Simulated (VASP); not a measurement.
VASP runs on AuZn (CsCl type) share one base input (PBE GGA, plane waves, VASP's PBE PAW potentials (set 64)) and change the settings named in each case.

**INCAR**
```
SYSTEM=AuZn
PREC=Accurate; ENCUT=400; LREAL=F
LASPH=T
EDIFF=1E-6; NELM=100; ALGO=Normal
LMAXMIX=6
ISMEAR=1; SIGMA=0.1
GGA=PE
ISIF=2
LWAVE=F; LCHARG=F
```

**POSCAR**
```
AuZn
3.150
  1.0000000000   0.0000000000   0.0000000000
  0.0000000000   1.0000000000   0.0000000000
  0.0000000000   0.0000000000   1.0000000000
Zn Au
1 1
Direct
  0.5000000000   0.5000000000   0.5000000000
  0.0000000000   0.0000000000   0.0000000000
```

### KPOINTS
```
Automatic
0
G
10 10 10
0 0 0
```

POTCAR, in this order: Zn Au (PBE.64 set). Program: vasp_std.

```json
[
 {"change": "base run", "irreducible k-points": "56"},
 {"change": "ISYM = -1", "irreducible k-points": "1000"},
 {"change": "ISYM = 0", "irreducible k-points": "504"},
 {"change": "ISYM = 1", "irreducible k-points": "56"},
 {"change": "SYMPREC = 1E-3", "irreducible k-points": "56"}
]
```
 Unless said otherwise, spin-orbit coupling is left out, though it shifts the bands of the heavy elements here.

Left out are runs that ran out of time, are held back, or changed the cell or the kind of run, fixed moments of cells without a moment, rows past the twelfth, gaps on odd meshes, pressures of charged cells and columns that move by less than the noise.

The compound is AuZn in the CsCl type structure. The cell was not relaxed at this level. The electron count is odd and the run is not spin-polarised, which forces a metal.
